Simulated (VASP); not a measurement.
A VASP calculation is set up with these files.

### POSCAR
```
CaO
1.0
  3.3054197784   0.0000000000   0.0000000000
 -1.6527098892   2.8625773399   0.0000000000
  0.0000000000   0.0000000000   5.7985728022
Ca O
2 2
Cartesian
  0.0000000000   0.0000000000   0.0000000000
  0.0000000000   0.0000000000   2.8992864011
 -0.0000016527   1.9083858475   1.4496432005
  1.6527115419   0.9541914924   4.3489296017
```

### INCAR
```
ALGO = Normal
EDIFF = 1E-6
EDIFFG = -0.02
ENCUT = 620
GGA = PS
IBRION = 2
ISIF = 3
ISMEAR = 0
LASPH = T
LCHARG = F
LREAL = F
LWAVE = F
NELM = 100
NSW = 40
PREC = Accurate
PSTRESS = 50
SIGMA = 0.05
SYSTEM = CaO
```

**KPOINTS**
```
K-points
0
Gamma
 8 8 4
```

POTCAR, in this order: Ca_sv O (PBE.64 set). Program: vasp_std.

Task: Write an equivalent input for Quantum ESPRESSO's pw.x.

Result: One equivalent input (not run):
```
&CONTROL
  calculation = 'vc-relax'
  pseudo_dir = './pseudo'
  outdir = './out'
  tprnfor = .true.
  tstress = .true.
  nstep = 40
  forc_conv_thr = 0.00078
/
&SYSTEM
  ibrav = 0
  nat = 4
  ntyp = 2
  ecutwfc = 84
  occupations = 'smearing'
  smearing = 'gaussian'
  degauss = 0.003675
  input_dft = 'pbesol'
/
&ELECTRONS
  conv_thr = 7.3e-08
  electron_maxstep = 100
/
&IONS
/
&CELL
  press = 50
/
ATOMIC_SPECIES
  Ca 40.078 Ca.upf
  O 15.999 O.upf
CELL_PARAMETERS angstrom
     3.3054198    0.0000000    0.0000000
    -1.6527099    2.8625773    0.0000000
     0.0000000    0.0000000    5.7985728
ATOMIC_POSITIONS crystal
  Ca   0.0000000  0.0000000  0.0000000
  Ca   0.0000000  0.0000000  0.5000000
  O    0.3333330  0.6666670  0.2500000
  O    0.6666670  0.3333330  0.7500000
K_POINTS automatic
  8 8 4 0 0 0
```
What does not carry over: the potentials are each code's own (VASP's PAW set, PseudoDojo norm-conserving files in pw.x), so ENCUT and ecutwfc are chosen apart and not converted; conv_thr bounds pw.x's estimated SCF error, while EDIFF bounds the energy change between steps; forc_conv_thr acts on force components and is met together with etot_conv_thr.

The structure was generated: CaO was put into the NiAs type type (P6_3/mmc), which need not be its known phase. This run relaxes it under an external pressure of 5 GPa. Symmetry was kept, so distortions that lower it aren't found.
